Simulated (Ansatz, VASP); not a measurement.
# Cross-check of SnPPt between VASP and Ansatz, part 2 of 2

One calculation is typed for both programs; each brings its own data sets and cutoff. How far apart do they land? The cell is invented: As first built, before any earlier steps moved the atoms (in the runner's words): it takes the SrPPt structure with some of its atoms replaced by other elements, volume scaled by an estimate. It may not be a known or stable phase. The cell is taken from a series of VASP runs on this material, whose earlier steps may have relaxed, scaled or displaced it; both programs get it as it stands.

VASP 6.6.1 and Ansatz 0.2.0.

So far: The starting structure; VASP: relaxation of cell and atoms, LDA.

**3. Ansatz: relaxation of cell and atoms, LDA**

Level of this step: Ansatz beside VASP: Kohn-Sham DFT, plane waves, LDA (Ansatz).

Ansatz runs on its default PAW (the set named soft_2) files.

The same cell, functional (in two slightly different forms), mesh and smearing now go to Ansatz, which takes its cutoff from its data sets.

input.yaml

```yaml
crystal:
  lattice:
    - [3.997059607, 1.18e-08, 0.0]
    - [-1.9985302834, 3.461555796, 0.0]
    - [0.0, 0.0, 4.2648296425]
  atoms:
    - { symbol: Pt, position: [0.0, 0.0, 0.5] }
    - { symbol: Sn, position: [0.66666667, 0.33333333, 0.0] }
    - { symbol: P, position: [0.33333333, 0.66666667, 0.5] }
hamiltonian:
  xc: lda
  pseudopotentials: { kind: paw }
kpoints:
  mp_grid: { grid: [7, 7, 5] }
scf:
  occupations: { method: gaussian, width: 0.05 }
relax:
  f_tol: 0.01
  max_steps: 60
  cell: { stress_tol: 0.05 }
output:
  forces: true
  stress: true
  write_density: true
  write_potential: true
  elf: true
  volumetric_format: npy
```

On the command line:

```bash
ansatz run input.yaml --threads 4 --pin off --max-ram 9216MiB --backend cpu --events-out ev --progress --plain --runs-dir out
```

Numbers of over 12 decimals in the logs are rounded to 6 here.

The program printed:

```text
Warning: the atoms were moved onto the symmetric positions of the space group found under crystal.symmetry.tolerance 1.0e-5 (fractional; no operation is sought that the atoms, as they stand in a round, miss by more than twice it, and no atom is moved by as much as it), and the run uses the moved positions. Before a round's move an operation carried an atom to 4.00e-8 Å from where it should land, the largest such dist [...]
Engine: ansatz 0.2.0, x86_64-unknown-linux-gnu
Pseudopotentials: kind: paw
Pseudopotential: Pt, paw, valence charge 18, recommended cutoff 420 eV (normal), Pt.paw.azcp
Pseudopotential: Sn, paw, valence charge 14, recommended cutoff 420 eV (normal), Sn.paw.azcp
Pseudopotential: P, paw, valence charge 5, recommended cutoff 420 eV (normal), P.paw.azcp
Functional definition: SPW92
  exchange = slater_x
  correlation = pw_c
Crystal: 3 atoms, lattice volume = 59.008 Å³
Basis set: ecut = 420 eV, 1155 PW (Γ)
Bands: 23, of which v1, the nominal top of the filled ones, is band 19 counted from 1 (18 counted from 0)
Symmetry: 12 space group operations
Space group: P-6m2 (ITA 187), of the structure as read, at distance tolerance 3.9e-5 Å
k-points: 24 of 245 (time reversal used)
Non-local potential: Pt, projectors of the file, l = 0: 3, l = 1: 2, l = 2: 2, l = 3: 1
Non-local potential: Sn, projectors of the file, l = 0: 2, l = 1: 2, l = 2: 2, l = 3: 2
Non-local potential: P, projectors of the file, l = 0: 2, l = 1: 2, l = 2: 2
PAW form: soft (Blöchl's): semilocal exchange-correlation on the pseudo side does not see the compensation charge
PAW frozen core: Pt, regenerated for the run's functional, and the local potential with it (the file was generated under x = pbe(κ = 0.804, μ = 0.219515), c = pbe(β = 0.066725))
PAW frozen core: Sn, regenerated for the run's functional, and the local potential with it (the file was generated under x = pbe(κ = 0.804, μ = 0.219515), c = pbe(β = 0.066725))
PAW frozen core: P, regenerated for the run's functional, and the local potential with it (the file was generated under x = pbe(κ = 0.804, μ = 0.219515), c = pbe(β = 0.066725))
PAW one-centre angular grid: Pt, 590 points (default); XC on 64 Gauss nodes
PAW one-centre angular grid: Sn, 590 points (default); XC on 64 Gauss nodes
PAW one-centre angular grid: P, 110 points (default); XC on 64 Gauss nodes
Initial density: superposition of atomic densities (neutral atoms: chi_scale 0, normalization atom), corrected by the library's trained network
Initial wavefunctions: pseudopotential atomic-orbital guess
Functional: x = slater, c = lda
SCF iter   1: F=—  HF=-18851.113027 eV  |F-HF|=—  |Δ(HF+E_count)|=         —  Δρ=8.07e-3  dr2=2.39e-2  ethr=1.77e-3  ⟨swp⟩=6.5  Hψ=2670  notcnv=0
preconditioner: auto → Kerker (q_TF=auto, 2.524 Å⁻¹)  [metal: Δε(μ)=0.018 eV  Ē_g=13.698 eV  σ=0.050 eV  W_gap=0.19  n_scr=20 (ndim 8)  ℏωp=26.0 eV  f_vac=0.000  D(μ)=4.38/eV (n_scr^D=58)]
SCF iter   2: F=—  HF=-18851.107913 eV  |F-HF|=—  |Δ(HF+E_count)|=   5.11e-3  Δρ=4.26e-3  dr2=7.51e-3  ethr=6.45e-5  ⟨swp⟩=2.1  Hψ=999  notcnv=0  defer=3
SCF iter   3: F=—  HF=-18851.105664 eV  |F-HF|=—  |Δ(HF+E_count)|=   2.25e-3  Δρ=1.06e-3  dr2=8.74e-4  ethr=2.03e-5  ⟨swp⟩=2.3  Hψ=876  notcnv=0  defer=3
SCF iter   4: F=—  HF=-18851.105460 eV  |F-HF|=—  |Δ(HF+E_count)|=   2.04e-4  Δρ=3.23e-4  dr2=8.38e-5  ethr=2.36e-6  ⟨swp⟩=2.0  Hψ=701  notcnv=0  defer=3
SCF iter   5: F=—  HF=-18851.105434 eV  |F-HF|=—  |Δ(HF+E_count)|=   2.62e-5  Δρ=8.85e-5  dr2=6.11e-6  ethr=2.27e-7  ⟨swp⟩=2.2  Hψ=730  notcnv=0  defer=3
SCF iter   6: F=—  HF=-18851.105432 eV  |F-HF|=—  |Δ(HF+E_count)|=   2.08e-6  Δρ=2.05e-5  dr2=3.02e-7  ethr=1.65e-8  ⟨swp⟩=2.0  Hψ=883  notcnv=0  defer=3
SCF iter   7: F=-18851.105432 eV  HF=-18851.105432 eV  |F-HF|=1.63e-8  |Δ(HF+E_count)|=   2.51e-8  Δρ=6.14e-6  dr2=3.78e-8  ethr=2.70e-10  ⟨swp⟩=9.4  Hψ=3326  notcnv=0
SCF 1 converged in 7 iterations: F = -18851.105432 eV  dr2 = 3.78e-8
  greatest PAW one-centre occupation: 1.000 electrons in one spin orbital (limit 2), on the Pt atom at site 0 (counted from 0), in its partial waves of l = 0
relax step   1: F+E_penalty+E_count = -18851.10543192 eV  Δ(F+E_penalty+E_count) = +0.000e0 eV  max|allowed force component| = 8.388e-16 eV/Å  Δτ_max = 0.0000 Å  P = -0.183 GPa  Ω = 59.008 Å³  (7 SCF iters, dr2 threshold 1.00e-7 eV, accepted)
[...]
relax step   2: F+E_penalty+E_count = -18851.11169192 eV  Δ(F+E_penalty+E_count) = -6.260e-3 eV  max|allowed force component| = 3.207e-16 eV/Å  Δτ_max = 0.0000 Å  P = -0.464 GPa  Ω = 59.486 Å³  energy of the carried Pulay correction = -1.347e-4 eV  (5 SCF iters, dr2 threshold 3.00e-7 eV, accepted)
[...]
relax step   3: F+E_penalty+E_count = -18851.10580581 eV  Δ(F+E_penalty+E_count) = +5.886e-3 eV  max|allowed force component| = 6.862e-16 eV/Å  Δτ_max = 0.0000 Å  P = +2.036 GPa  Ω = 58.841 Å³  energy of the carried Pulay correction = +7.730e-5 eV  (6 SCF iters, dr2 threshold 3.00e-7 eV, rejected (line search))
[...]
relax step   4: F+E_penalty+E_count = -18851.11326134 eV  Δ(F+E_penalty+E_count) = -1.569e-3 eV  max|allowed force component| = 2.267e-16 eV/Å  Δτ_max = 0.0000 Å  P = -0.070 GPa  Ω = 59.484 Å³  energy of the carried Pulay correction = -1.286e-4 eV  (9 SCF iters, accepted)
[...]
relax step   5: F+E_penalty+E_count = -18851.11331064 eV  Δ(F+E_penalty+E_count) = -4.930e-5 eV  max|allowed force component| = 3.053e-16 eV/Å  Δτ_max = 0.0000 Å  P = -0.001 GPa  Ω = 59.496 Å³  energy of the carried Pulay correction = -1.308e-4 eV  (6 SCF iters, accepted)
[...]
relax step   6: F+E_penalty+E_count = -18851.11349347 eV  Δ(F+E_penalty+E_count) = -1.828e-4 eV  max|allowed force component| = 2.837e-16 eV/Å  Δτ_max = 0.0000 Å  P = +0.002 GPa  Ω = 59.496 Å³  stress off target by 6.74e-3 GPa  SCF on the basis re-selected at this cell (its energy is not comparable with the rows above)  (8 SCF iters)
basis re-selected at this cell: Δ(F+E_penalty+E_count) = -1.828e-4 eV, ΔP = +0.003 GPa vs the last step (what re-selecting the basis moved, of the pressure what is left beyond the Pulay correction that the steps carried, after the strain that the cell walked since its last selection, with what the two solves' SCF thresholds leave and, on support functions, any second-order correction that the steps lacked; it is no m [...]
SCF converged after 8 iterations
Free energy (F): -18851.113493 eV
Harris-Foulkes:  -18851.113493 eV  (|F-HF|=7.28e-12)
Internal energy: -18851.109830 eV  (E = F + TS)
E sigma→0 (E₀):  -18851.111662 eV
Entropy (-TS):   -0.003663 eV (-1.221 meV/atom)
Fermi energy:    12.885995 eV
--- Per-component energies (eV) ---
  E_band       = -338.221463
  E_kinetic    = 899.783174
  E_local      = -3136.141542  (includes V_loc(G=0)·N_el)
  E_nonlocal   = 212.520198
  E_hartree    = 1402.216717
  E_xc         = -703.358629
  E_vxc        = -465.466355  (∫ρ·V_xc dr)
  E_paw        = -13709.297119  (= ΣΔE_a)
  E_vpaw       = -653.350540  (= ΣTr[D̂ρ^β])
  E_aug_tail   = 0.000169  (compensation charges beyond the density's cutoff)
  E_ewald      = -3817.838917
  E_core_change = 1.006119  (= ΣΔE_core)
  E_smearing   = -0.003663  (= −TS)
  E_closure    = 0.000000  (closes the sum)
  Σ components = -18851.113493   (vs F -18851.113493, Δ=0.00e0)
--- Forces (eV/Å), atoms counted from 1 ---
  atom   1  Pt     0.00000000     0.00000000     0.00000000
  atom   2  Sn     0.00000000    -0.00000000     0.00000000
  atom   3  P     -0.00000000     0.00000000     0.00000000
  max |Σ_I F_I| component: 1.48e-16 eV/Å
--- Stress (GPa, compression-positive) ---
       -0.000593       0.000000      -0.000000
       -0.000000      -0.000593      -0.000000
        0.000000      -0.000000       0.006744
  P = ⅓ Tr σ = 0.0019 GPa (0.019 kbar)
--- Band table (eV; the first three rows and the last of 24) ---
  k-point 0: bands = [... 15 lower, 9.7681, 11.4189, 15.1571, 15.1571, 15.5517, 16.2852, 16.2852, 17.9646]
  k-point 1: bands = [... 15 lower, 9.6961, 11.9772, 15.3748, 15.3748, 15.5870, 16.2466, 16.2466, 17.8063]
  k-point 2: bands = [... 15 lower, 9.9120, 13.1024, 14.4758, 15.7544, 15.7544, 16.1387, 16.1387, 19.2958]
  k-point 23: bands = [... 15 lower, 9.8746, 10.8041, 10.9838, 11.7407, 12.8806, 17.1523, 18.2895, 19.0503]
--- Relaxed structure (5 steps of the walk, 4 accepted, 1 SCFs on fresh bases) ---
  F+E_penalty+E_count = -18851.11349347 eV   max|allowed force component| = 2.837e-16 eV/Å   (the final SCF, on the basis selected at the relaxed cell)
  cell:  # Å, volume = 59.4962 Å³
    - [3.969272, 2.8100318668855023e-7, 1.1450068013465575e-18]
    - [-1.984636, 3.437491, -5.725034708735929e-19]
    - [1.2217127025074053e-18, 0, 4.360504]
  atoms:
    - { symbol: Pt, position: [0, 0, 0.5] }
    - { symbol: Sn, position: [0.666667, 0.333333, 0] }
    - { symbol: P, position: [0.333333, 0.666667, 0.5] }
```

It took 3.7 s on 4 threads of Intel Xeon 6975P-C (Granite Rapids), shared host; peak memory 0.45 GiB.

**4. Comparison**

Known differences besides the potentials themselves: the two LDA forms differ slightly; both relaxations stop at a tolerance, which leaves soft axes loose, and VASP keeps its plane-wave basis; the data sets hold 37 valence electrons in Ansatz (default PAW (the set named soft_2) files) and 29 in VASP; the cutoff is 420 eV in Ansatz and 400 eV in VASP; VASP's log shows a relativistic correction to its local exchange, Ansatz's none; Ansatz adds a Pulay correction to the stress that steers its cell, VASP none. Total energies have different zeros and are not compared.

The two programs side by side:

```csv
quantity,Ansatz,VASP,difference
volume (Å³),59.50,59.53,-0.06 %
"edge a after relaxation, in the typed setting (Å)",3.969,3.973,-0.10 %
"edge c after relaxation, in the typed setting (Å)",4.361,4.355,+0.13 %
```

The walks stopped with 0.00 GPa left in Ansatz and 0.03 GPa in VASP; each walk ends within a tolerance, so the volume difference is uncertain by about these residues over the bulk modulus, most in soft cells.

**5. What came out**

```
difference in edge c after relaxation, in the typed setting (relaxation of cell and atoms, LDA) : 0.13 %
```

**Reading.** The difference in edge c after relaxation, in the typed setting is 0.13 % (relaxation of cell and atoms, LDA), within the 1.2 % picked in this series as the mark of a large difference, as far as the stopping tolerances let one tell. Such differences can come from data sets, numerical settings and the points named under the comparisons, not from the functional's error against experiment.

[Lines on the potential files, build, host, timing and source positions are cut from VASP's logs without a mark.]

[Logs are printed without paths, hosts, clocks, repeated set-up lines and the standing remarks that a program may print on its own settings, such as how far it seeks lower states.]

[Hosts, paths, dates, database ids (printed as entryN), source tags and the programs' standing remarks are cut or masked in the printed files.]
